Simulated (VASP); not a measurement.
Output of a VASP run:

### OUTCAR
```
 ion  position               nearest neighbor table
   1  0.000  0.000  0.000-   2 2.73   2 2.73   2 2.73   2 2.73   2 2.73   2 2.73   2 2.73   2 2.73
  LATTYP: Found a simple tetragonal cell.
 ALAT       =     2.8855818431
 C/A-ratio  =     1.2538944741
 Subroutine PRICEL returns:
 Original cell was already a primitive cell.
 Subroutine GETGRP returns: Found 16 space group operations
The static configuration has the point symmetry D_4h.
The dynamic configuration has the point symmetry D_4h.
 Subroutine INISYM returns: Found 16 space group operations
 Subroutine IBZKPT returns following result:
 Found    168 irreducible k-points:

 Following reciprocal coordinates:
            Coordinates               Weight
  0.000000  0.000000  0.000000      1.000000
  0.076923  0.000000  0.000000      4.000000
  0.153846  0.000000  0.000000      4.000000
  0.230769  0.000000  0.000000      4.000000
  0.307692  0.000000  0.000000      4.000000
  0.384615  0.000000  0.000000      4.000000
  0.461538  0.000000  0.000000      4.000000
  0.076923  0.076923  0.000000      4.000000
  0.153846  0.076923  0.000000      8.000000
  0.230769  0.076923  0.000000      8.000000
  0.307692  0.076923  0.000000      8.000000
  0.384615  0.076923  0.000000      8.000000
  0.461538  0.076923  0.000000      8.000000
  0.153846  0.153846  0.000000      4.000000
  0.230769  0.153846  0.000000      8.000000
  0.307692  0.153846  0.000000      8.000000
  0.384615  0.153846  0.000000      8.000000
  0.461538  0.153846  0.000000      8.000000
  0.230769  0.230769  0.000000      4.000000
  0.307692  0.230769  0.000000      8.000000
  0.384615  0.230769  0.000000      8.000000
  0.461538  0.230769  0.000000      8.000000
  0.307692  0.307692  0.000000      4.000000
  0.384615  0.307692  0.000000      8.000000
  0.461538  0.307692  0.000000      8.000000
  0.384615  0.384615  0.000000      4.000000
  0.461538  0.384615  0.000000      8.000000
  0.461538  0.461538  0.000000      4.000000
  0.000000  0.000000  0.100000      2.000000
  0.076923  0.000000  0.100000      8.000000
  0.153846  0.000000  0.100000      8.000000
  0.230769  0.000000  0.100000      8.000000
  0.307692  0.000000  0.100000      8.000000
  0.384615  0.000000  0.100000      8.000000
  0.461538  0.000000  0.100000      8.000000
  0.076923  0.076923  0.100000      8.000000
  0.153846  0.076923  0.100000     16.000000
  0.230769  0.076923  0.100000     16.000000
  0.307692  0.076923  0.100000     16.000000
  0.384615  0.076923  0.100000     16.000000
   k-points           NKPTS =    168   k-points in BZ     NKDIM =    168   number of bands    NBANDS=     15
   number of dos      NEDOS =    301   number of ions     NIONS =      2
   total plane-waves  NPLWV =  16128
   dimension x,y,z NGX =    24 NGY =   24 NGZ =   28
   dimension x,y,z NGXF=    48 NGYF=   48 NGZF=   56
   ions per type =               1   1
   PREC   = accura    normal or accurate (medium, high low for compatibility)
   ISTART =      0    job   : 0-new  1-cont  2-samecut
   ICHARG =      2    charge: 1-file 2-atom 10-const
   ISPIN  =      1    spin polarized calculation?
   LNONCOLLINEAR =      F non collinear calculations
   LSORBIT =      F    spin-orbit coupling
   INIWAV =      1    electr: 0-lowe 1-rand  2-diag
   ENCUT  =  520.0 eV  38.22 Ry    6.18 a.u.   5.37  5.37  6.73*2*pi/ulx,y,z
   NELM   =    100;   NELMIN=  2; NELMDL= -5     # of ELM steps
   EDIFF  = 0.1E-06   stopping-criterion for ELM
   LREAL  =      F    real-space projection
   NLSPLINE    = F    spline interpolate recip. space projectors
   LMAXMIX     =    6 max onsite mixed and CHGCAR
   VOSKOWN=      0    Vosko Wilk Nusair interpolation
   EDIFFG = -.1E-01   stopping-criterion for IOM
   NSW    =     30    number of steps for IOM
   NBLOCK =      1;   KBLOCK =     30    inner block; outer block
   IBRION =      2    ionic relax: 0-MD 1-quasi-New 2-CG
...
```

OSZICAR:
```
...
DAV:   1    -0.831404034592E+01   -0.10192E-01   -0.48976E-01  5481   0.665E+00    0.627E-01
DAV:   2    -0.830800452409E+01    0.60358E-02   -0.76740E-03  7319   0.217E+00    0.370E-01
DAV:   3    -0.830611198888E+01    0.18925E-02   -0.89870E-03  6381   0.325E+00    0.273E-01
DAV:   4    -0.830506658089E+01    0.10454E-02   -0.45563E-03  6246   0.226E+00    0.537E-02
DAV:   5    -0.830507366217E+01   -0.70813E-05   -0.14608E-04  5979   0.142E-01    0.300E-02
DAV:   6    -0.830507322939E+01    0.43279E-06   -0.12796E-05  7394   0.854E-02    0.552E-03
DAV:   7    -0.830507299089E+01    0.23850E-06   -0.21017E-06  7443   0.469E-02    0.177E-03
DAV:   8    -0.830507299067E+01    0.22237E-09   -0.43645E-08  2877   0.311E-03
   4 F= -.83050730E+01 E0= -.83047930E+01  d E =-.168052E-02
       N       E                     dE             d eps       ncg     rms          rms(c)
DAV:   1    -0.834581473445E+01   -0.40742E-01   -0.19437E+00  5495   0.132E+01    0.125E+00
DAV:   2    -0.832138822918E+01    0.24427E-01   -0.32044E-02  7315   0.441E+00    0.746E-01
DAV:   3    -0.831342936452E+01    0.79589E-02   -0.36104E-02  6359   0.648E+00    0.551E-01
DAV:   4    -0.830899369588E+01    0.44357E-02   -0.19434E-02  6239   0.452E+00    0.920E-02
DAV:   5    -0.830903673058E+01   -0.43035E-04   -0.61969E-04  5553   0.280E-01    0.597E-02
DAV:   6    -0.830903702791E+01   -0.29733E-06   -0.64303E-05  7476   0.192E-01    0.134E-02
DAV:   7    -0.830903431590E+01    0.27120E-05   -0.13771E-05  7593   0.115E-01    0.334E-03
DAV:   8    -0.830903435820E+01   -0.42295E-07   -0.35950E-07  5197   0.801E-03
   5 F= -.83090344E+01 E0= -.83090403E+01  d E =-.564189E-02
       N       E                     dE             d eps       ncg     rms          rms(c)
DAV:   1    -0.846521620859E+01   -0.15618E+00   -0.76718E+00  5537   0.262E+01    0.254E+00
DAV:   2    -0.836189620805E+01    0.10332E+00   -0.14454E-01  7452   0.935E+00    0.151E+00
DAV:   3    -0.832769690540E+01    0.34199E-01   -0.14547E-01  6271   0.132E+01    0.111E+00
DAV:   4    -0.830881531646E+01    0.18882E-01   -0.82672E-02  6386   0.903E+00    0.187E-01
DAV:   5    -0.830894724347E+01   -0.13193E-03   -0.26957E-03  7272   0.765E-01    0.121E-01
DAV:   6    -0.830894483458E+01    0.24089E-05   -0.20880E-04  7421   0.332E-01    0.213E-02
DAV:   7    -0.830893672728E+01    0.81073E-05   -0.45533E-05  7529   0.212E-01    0.675E-03
DAV:   8    -0.830893674405E+01   -0.16767E-07   -0.11271E-06  6410   0.159E-02    0.131E-03
DAV:   9    -0.830893672409E+01    0.19960E-07   -0.64626E-08  2933   0.707E-03
   6 F= -.83089367E+01 E0= -.83091273E+01  d E =-.554426E-02
       N       E                     dE             d eps       ncg     rms          rms(c)
DAV:   1    -0.835772446199E+01   -0.48788E-01   -0.23625E+00  5530   0.148E+01    0.141E+00
DAV:   2    -0.832698995164E+01    0.30735E-01   -0.49315E-02  7347   0.639E+00    0.855E-01
DAV:   3    -0.831718854247E+01    0.98014E-02   -0.53737E-02  6096   0.760E+00    0.647E-01
DAV:   4    -0.831041123019E+01    0.67773E-02   -0.25020E-02  6511   0.543E+00    0.100E-01
DAV:   5    -0.831048280463E+01   -0.71574E-04   -0.96896E-04  5230   0.311E-01    0.689E-02
DAV:   6    -0.831048354581E+01   -0.74118E-06   -0.81448E-05  7629   0.218E-01    0.173E-02
DAV:   7    -0.831047930244E+01    0.42434E-05   -0.22021E-05  6963   0.153E-01    0.411E-03
DAV:   8    -0.831047935923E+01   -0.56797E-07   -0.52335E-07  5387   0.839E-03
   7 F= -.83104794E+01 E0= -.83105320E+01  d E =-.708689E-02
```

**OUTCAR**
```
------------------------ aborting loop because EDIFF is reached ----------------------------------------
  FORCE on cell =-STRESS in cart. coord.  units (eV):
  Direction    XX          YY          ZZ          XY          YZ          ZX
  --------------------------------------------------------------------------------------
  Total       -1.6038907     -1.6038907     -1.5797027      0.0000000      0.0000000      0.0000000
  in kB      -85.2951204    -85.2951204    -84.0087965      0.0000000      0.0000000      0.0000000
  external PRESSURE =     -84.8663458 kB  Pullay stress =       0.0000000 kB
  volume of cell :       30.13
      direct lattice vectors                 reciprocal lattice vectors
     2.828394757  0.000000000  0.000000000     0.353557437  0.000000000  0.000000000
     0.000000000  2.828394757  0.000000000     0.000000000  0.353557437  0.000000000
     0.000000000 -0.000000000  3.766007073     0.000000000  0.000000000  0.265533224
 POSITION                                       TOTAL-FORCE (eV/Angst)
 -----------------------------------------------------------------------------------
      0.00000      0.00000      0.00000         0.000000     -0.000000      0.000000
      1.41420      1.41420      1.88300         0.000000      0.000000      0.000000
 -----------------------------------------------------------------------------------
    total drift:                                0.000000      0.000000     -0.000000
  FREE ENERGIE OF THE ION-ELECTRON SYSTEM (eV)
  ---------------------------------------------------
  free  energy   TOTEN  =        -8.3104793592 eV

  energy  without entropy=       -8.3106374118  energy(sigma->0) =       -8.31053204

 reached required accuracy - stopping structural energy minimisation
```
(Selected blocks of OUTCAR.)

**POSCAR**
```
CuAu
1
    2.8855818431     0.0000000000     0.0000000000
    0.0000000000     2.8855818431     0.0000000000
    0.0000000000    -0.0000000000     3.6182151275
Cu Au
1 1
Direct
  0.0000000000   0.0000000000   0.0000000000
  0.5000000000   0.5000000000   0.5000000000
```

Q: Reconstruct the remaining input files.

A: This is not unique; one that fits is the input of the run itself, PBEsol GGA, plane waves, VASP's PBE PAW potentials (set 64).

**KPOINTS**
```
Regular mesh
0
Gamma
 13 13 10
```

INCAR:
```
! general
SYSTEM   =  CuAu
PREC     =  Accurate
ENCUT    =  520
LREAL    =  .FALSE.
LASPH    =  .TRUE.

! electronic loop
EDIFF    =  1E-7
NELM     =  100
ALGO     =  Normal
LMAXMIX  =  6

! smearing
ISMEAR   =  1
SIGMA    =  0.1

! functional
GGA      =  PS

! ions
IBRION   =  2
NSW      =  30
ISIF     =  4
EDIFFG   =  -0.01

! output
LWAVE    =  .FALSE.
LCHARG   =  .FALSE.
```

POTCAR, in this order: Cu Au (PBE.64 set). Program: vasp_std.

The compound is CuAu in the L1_0 structure. This cell is one point of a volume scan, at 1.06 of the reference volume. Symmetry was kept, so distortions that lower it aren't found.
